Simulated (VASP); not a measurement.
```
CELL_PARAMETERS angstrom
      0.00000     3.31913     3.31913
      3.31913     0.00000     3.31913
      3.31913     3.31913     0.00000
ATOMIC_POSITIONS crystal
  Er 0.00000 0.00000 0.00000
  Ge 0.25000 0.25000 0.25000
  Ge 0.75000 0.75000 0.75000
```

All values below come from r2SCAN meta-GGA, VASP's PBE PAW potentials (set 64) (plane waves; VASP). Settings: 400 eV cut-off, 7×7×7 Γ-centred mesh, first-order Methfessel-Paxton smearing of 0.10 eV, potentials Er_3 Ge_d.

The 4f electrons are frozen in the core of the lanthanide potential, so 4f levels, which can set the real gap, and their magnetism are missing.

**Question.** Estimate the energy per atom (σ→0), band gap (on the k-mesh) with the smallest direct gap where there is one.

**Answer.** 
```yaml
band gap (on the k-mesh): none (metal, semimetal or under 0.01 eV)
energy per atom (σ→0): -20.677 eV/atom
```

The absolute energy has meaning only against runs of the same code, potentials and settings.

The structure was generated: ErGe2 was put into the fluorite type (Fm-3m), which need not be its known phase. It was relaxed first, which changed the volume by -11 %. The start is the result of an earlier pass. The electron count is odd and the run is not spin-polarised, which forces a metal.
